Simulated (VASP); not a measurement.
The cell holds one Fe (bcc) (211) slab, with vacuum along c, ions free to move until forces fall under 0.03 eV/Å, no reconstruction beyond this cell, dipole correction on.

Data:

```
CELL_PARAMETERS angstrom
      2.41234     0.00000     0.00000
      0.00000     3.93934     0.00000
      0.00000     0.00000    23.65607
ATOMIC_POSITIONS crystal
  Fe 0.29169 0.75000 0.33492
  Fe 0.67178 0.25000 0.37909
  Fe 0.00107 0.75000 0.42866
  Fe 0.33557 0.25000 0.47572
  Fe 0.66443 0.75000 0.52428
  Fe 0.99893 0.25000 0.57134
  Fe 0.32822 0.75000 0.62091
  Fe 0.70831 0.25000 0.66508
```
Starting moments (μB, in the order of the record's atoms Fe Fe Fe Fe Fe Fe Fe Fe): 2.5 2.5 2.5 2.5 2.5 2.5 2.5 2.5.

The numbers are results of PBEsol GGA, VASP's PBE PAW potentials (set 64) (plane waves; VASP 6.6.1), not measurements. Settings: 400 eV cut-off, 11×7×1 Γ-centred mesh, first-order Methfessel-Paxton smearing of 0.10 eV, potentials Fe.

Slab and bulk use different k-meshes, so the surface energy is good to a few per cent at best.

Task: Predict its surface energy, work function, band gap (on the k-mesh), cell moment.

Result: 
```json
{
  "surface_energy": "3.10 J/m^2",
  "work_function": "4.30 eV",
  "band gap (on the k-mesh)": "none (metal, semimetal or under 0.01 eV)",
  "cell_moment": "18.27 μB"
}
```

The cell is a thin slab with vacuum, built from Fe (bcc): (211) face.
